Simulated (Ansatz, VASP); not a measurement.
# Na2CaMg2TiAl4FeSi16O45 (glassy 67SiO2-8Al2O3-4FeO-8MgO-4CaO-4Na2O-4TiO2 (mol %)) in two plane-wave programs, part 3 of 3

Wanted: the spread between two codes on one cell, functional and k mesh. Of the first pair: The structure shown is the start of the Ansatz relaxation below; VASP solves that cell, so the two are compared at the walk's first step.

VASP 6.6.1 and Ansatz 0.2.0.

So far. Step 4 (Side by side): The forces differ by 26 meV/Å r.m.s., which is 2.5 % of the r.m.s. force of 1.069 eV/Å (both taken over all components). Moments aren't recorded for both runs of this pair, so they may hold unlike magnetic states.

### 6. VASP: single point, PBE, relaxed cell, pair 2

Level of this step: PBE, spin-polarised from a ferromagnetic start; plane waves and PAW (Si, Al, Fe, Mg, Ca_sv, Na_pv, Ti_sv, O) (VASP).

The same cell, functional, mesh and smearing now go to VASP, with its own data sets.

INCAR reads:

```
SYSTEM = Na2CaMg2TiAl4FeSi16O45
PREC = Accurate
ENCUT = 600
EDIFF = 1E-06
NELM = 200
ISMEAR = -1
SIGMA = 0.025
LREAL = Auto
ALGO = Normal
GGA = PE
NBANDS = 248
ISPIN = 2
MAGMOM = 0 -0 0 0 0 0 0 0 0 0 0 -0 0 0 0 0 0 0 0 0 3.23 0 0 -0 -0 -0 0 -0 0 0 -0 0 0.07 0 0 0 0 -0 -0 0.05 -0 -0 -0 0 0 0 0 0 0 0.06 0 0 0 0 0 0 0 0 0 0 -0 0 0.02 0.03 0 0 0 0 0 0 0 -0
LASPH = .TRUE.
LMAXMIX = 4
LORBIT = 11
LWAVE = .FALSE.
LCHARG = .FALSE.
ISIF = 2
GGA_COMPAT = .FALSE.
NCORE = 2
```

POSCAR reads:

```
Na2CaMg2TiAl4FeSi16O45
1.0
    9.6596740000     -0.3889430000      0.0524040000
   -0.3889430000      9.9318840000      0.2821080000
    0.0524040000      0.2821080000     10.2173930000
Si Al Fe Mg Ca Na Ti O
16 4 1 2 1 2 1 45
Direct
    0.1942600000      0.7514200000      0.8658900000
    0.0997000000      0.0993600000      0.6487700000
    0.9276300000      0.8990400000      0.8651300000
    0.0393300000      0.7534200000      0.3472600000
    0.7847800000      0.5917300000      0.4920600000
    0.8809900000      0.2738500000      0.3188700000
    0.6822200000      0.0616000000      0.4194100000
    0.3733000000      0.3654300000      0.8753900000
    0.3218100000      0.4662000000      0.5882300000
    0.3271900000      0.3079100000      0.3268100000
    0.5629500000      0.1417400000      0.8898000000
    0.0893600000      0.0657600000      0.3501500000
    0.2716600000      0.7460400000      0.5576300000
    0.4524000000      0.8466200000      0.0128500000
    0.1003100000      0.4621400000      0.9348600000
    0.5821600000      0.5779100000      0.0025900000
    0.0075200000      0.4088800000      0.6597200000
    0.6857000000      0.8366000000      0.6509400000
    0.6289900000      0.4235500000      0.2618800000
    0.0881400000      0.4863800000      0.2315300000
    0.8059000000      0.3748700000      0.0089400000
    0.7320500000      0.0398500000      0.0894400000
    0.8285600000      0.6106900000      0.7701600000
    0.5249200000      0.8033400000      0.3453300000
    0.1977500000      0.0837300000      0.9490100000
    0.5991700000      0.3104700000      0.5702500000
    0.4381400000      0.0163400000      0.6229100000
    0.1264700000      0.7273200000      0.4809200000
    0.1670900000      0.4908000000      0.6278100000
    0.4530100000      0.4700000000      0.9676100000
    0.0282400000      0.0091900000      0.7751600000
    0.7798700000      0.2046400000      0.4383800000
    0.6999700000      0.2096600000      0.9625500000
    0.5485300000      0.9928000000      0.9757500000
    0.4282800000      0.8268400000      0.1653400000
    0.2062100000      0.5983100000      0.9277000000
    0.2472500000      0.4190500000      0.2434300000
    0.0325900000      0.7761000000      0.8961300000
    0.2393100000      0.1554400000      0.3253200000
    0.7712300000      0.3277300000      0.2063000000
    0.0680700000      0.9139500000      0.2942500000
    0.6095500000      0.5671200000      0.1587200000
    0.5219900000      0.8789000000      0.7019400000
    0.2042900000      0.3423200000      0.9074500000
    0.4853200000      0.3067700000      0.2750100000
    0.6944900000      0.6694100000      0.5985800000
    0.8764000000      0.7033700000      0.3950500000
    0.5398900000      0.7282700000      0.9527800000
    0.6776500000      0.4924300000      0.4132900000
    0.7200000000      0.5366300000      0.9226000000
    0.4182400000      0.2144000000      0.9220300000
    0.7322600000      0.9366200000      0.5102300000
    0.3442000000      0.3535100000      0.4824100000
    0.5665500000      0.1395200000      0.7330800000
    0.8737600000      0.9617600000      0.9930600000
    0.9809200000      0.4015900000      0.3580300000
    0.5312100000      0.0996200000      0.4795400000
    0.2311600000      0.7610800000      0.7111000000
    0.3017200000      0.8609900000      0.9355700000
    0.2672000000      0.0887900000      0.6712800000
    0.0574100000      0.0411400000      0.5067200000
    0.9716300000      0.1514300000      0.2693400000
    0.9751000000      0.4617600000      0.8265700000
    0.0159100000      0.4368100000      0.0740800000
    0.3776600000      0.6226500000      0.5328200000
    0.6700200000      0.0099700000      0.2722600000
    0.4073100000      0.4123900000      0.7199200000
    0.8125300000      0.8177100000      0.7740700000
    0.8698800000      0.5021800000      0.6018000000
    0.0844500000      0.6600300000      0.2340000000
    0.3609800000      0.8805700000      0.4963300000
    0.0317400000      0.2412200000      0.6550300000
```

KPOINTS reads:

```
Automatic mesh
0
Gamma
1 1 1
0 0 0
```

The projector-augmented-wave data sets are Si, Al, Fe, Mg, Ca_sv, Na_pv, Ti_sv and O (PBE family, release 64).

Command:

```
mpirun -np 8 vasp_gam
```

Numbers of over 12 decimals in the logs are rounded to 6 here.

Output:

```text
[... set-up lines as in an earlier step ...]
 entering main loop
       N       E                     dE             d eps       ncg     rms          rms(c)
DAV:   1     0.481255881262E+04    0.48126E+04   -0.23926E+05   992   0.182E+03
DAV:   2    -0.957277680806E+01   -0.48221E+04   -0.45738E+04  1224   0.450E+02
DAV:   3    -0.595073198495E+03   -0.58550E+03   -0.57590E+03  1104   0.176E+02
DAV:   4    -0.625782672110E+03   -0.30709E+02   -0.30378E+02  1304   0.442E+01
[...]
DAV:  25    -0.542176409607E+03    0.78018E-06   -0.20379E-05  1360   0.155E-02    0.126E-02
DAV:  26    -0.542176408539E+03    0.10685E-05   -0.29649E-06   856   0.631E-03    0.101E-02
DAV:  27    -0.542176407908E+03    0.63126E-06   -0.46949E-06  1104   0.694E-03
   1 F= -.54217641E+03 E0= -.54217641E+03  d E =-.176360E-05  mag=     4.0000
```

From OUTCAR (step 6):

```text
  Total       -0.5181393     -0.7387555     -0.4249769     -0.0341801     -0.0107710     -0.0776278
  in kB       -0.8489199     -1.2103778     -0.6962825     -0.0560007     -0.0176472     -0.1271854
  external PRESSURE =      -0.9185268 kB  Pullay stress =       0.0000000 kB

 POSITION                                       TOTAL-FORCE (eV/Angst)
 -----------------------------------------------------------------------------------
      1.62960      7.63173      9.06930         0.017614      0.010872     -0.004131
      0.95842      1.13108      6.66199        -0.021277     -0.033478      0.011775
      8.65626      8.81243      9.14161         0.020622     -0.039679     -0.039358
      0.10508      7.56555      3.76270        -0.030196      0.047377     -0.001001
      7.37636      5.71057      5.23563        -0.003657     -0.006250     -0.005065
      8.42027      2.46715      3.38144        -0.018820     -0.010197     -0.029761
      6.58804      0.46478      4.33841         0.012335      0.043467      0.012325
[...]
0.05991      7.94826      9.37676        -0.016368      0.016912     -0.006586
      2.26825      1.54251      3.38031        -0.008647      0.025817      0.010089
      7.33317      3.01321      2.24072        -0.022926      0.017870      0.002935
      0.31748      9.13378      3.26787         0.003855     -0.010522      0.018368
      5.67579      5.44027      1.81364         0.015019     -0.025230      0.056041
      4.73720      8.72413      7.44730         0.047023     -0.053521      0.048244
[...]
-----------------------------------------------------------------------------------
    total drift:                                0.013176      0.020625      0.002147

  FREE ENERGIE OF THE ION-ELECTRON SYSTEM (eV)
  ---------------------------------------------------
  free  energy   TOTEN  =      -542.1764079075 eV

  energy  without entropy=     -542.1764061439  energy(sigma->0) =     -542.17640703

 magnetization (x)
# of ion       s       p       d       tot
------------------------------------------
    1        0.000   0.000   0.000   0.000
    2       -0.000  -0.000   0.000  -0.000
    3       -0.000   0.000   0.000   0.000
    4       -0.000   0.000   0.000   0.000
    5        0.000   0.000   0.000   0.000
    6        0.001   0.002   0.000   0.002
    7       -0.000   0.000   0.000   0.000
    8        0.000   0.000   0.000   0.000
    9       -0.000   0.000   0.000   0.000
   10        0.000   0.000   0.000   0.000
   11        0.003   0.005   0.000   0.007
   12       -0.000  -0.000   0.000  -0.000
   13       -0.000   0.000   0.000   0.000
[...]
--------------------------------------------------
tot          0.040   0.277   3.508   3.825

[... 1 part as in an earlier step ...]

[... 2 further parts left out ...]
[key lines of the parts left out:]
E-fermi :   3.7161
```

The run ends at a pressure of -0.09 GPa, with forces up to 0.13 eV/Å.

### 7. Differences

What differs besides the data sets and the points named for the pairs above, as far as they apply: the data sets hold 422 valence electrons in Ansatz (on its default PAW (the set named soft_2) files) and 394 in VASP; the cutoff is 420 eV in Ansatz and 600 eV in VASP (PREC = Accurate, projectors in real space); site moments are counted in spheres of each program's own size. Total energies have different zeros and are not compared.

Compared:

```
           quantity  Ansatz   VASP  difference
     pressure (GPa)    0.00  -0.09       +0.09
  total moment (μB)    4.00   4.00        0.00
moment on Fe21 (μB)    3.23   3.56       -0.33
 moment on O33 (μB)    0.07   0.07        0.00
 moment on O50 (μB)    0.06   0.06        0.00
```

Forces on 7 of the 72 atoms, those with the largest forces and the largest differences (eV/Å; atoms numbered as in POSCAR):

```
atom          Ansatz x, y, z            VASP x, y, z
Si11     0.002, 0.010, 0.014   -0.006, -0.015, 0.067
Si14   -0.011, 0.000, -0.003   -0.001, 0.040, -0.077
 O43     0.007, 0.016, 0.006    0.047, -0.054, 0.048
 O54  -0.008, -0.020, -0.015  -0.004, -0.019, -0.082
 O55    -0.012, 0.008, 0.016    -0.063, 0.056, 0.092
 O56    0.001, -0.002, 0.000     0.040, 0.051, 0.013
 O66  -0.003, -0.003, -0.009   0.016, -0.002, -0.098
```

The forces differ by 26 meV/Å r.m.s., where the r.m.s. force is 0.008 eV/Å in Ansatz and 0.027 eV/Å in VASP: the atoms lie near their places of rest in Ansatz, so a percentage would say little (all taken over all components).

### 8. What came out

| Item | Value |
| --- | --- |
| r.m.s. force difference (single point, PBE, start cell, pair 1) | 2.5 % of the r.m.s. force |
| r.m.s. force difference (single point, PBE, relaxed cell, pair 2) | 26 meV/Å |

What this shows: The r.m.s. force difference is 26 meV/Å (single point, PBE, relaxed cell, pair 2), beyond the 12 meV/Å picked in this series as the mark of a large difference. The data sets hold unlike numbers of valence electrons (422 in Ansatz and 394 in VASP), so part of the differences comes from the potentials. What causes the difference of the single point, PBE, relaxed cell, pair 2 pair stays open here. Such differences can come from data sets, numerical settings and the points named under the comparisons, not from the functional's error against experiment.

[Lines on the potential files, build, host, timing and source positions are cut from VASP's logs without a mark.]

[Logs are printed without paths, hosts, clocks, repeated set-up lines and the standing remarks that a program may print on its own settings, such as how far it seeks lower states.]

[Hosts, paths, dates, database ids (printed as entryN), source tags and the programs' standing remarks are cut or masked in the printed files.]
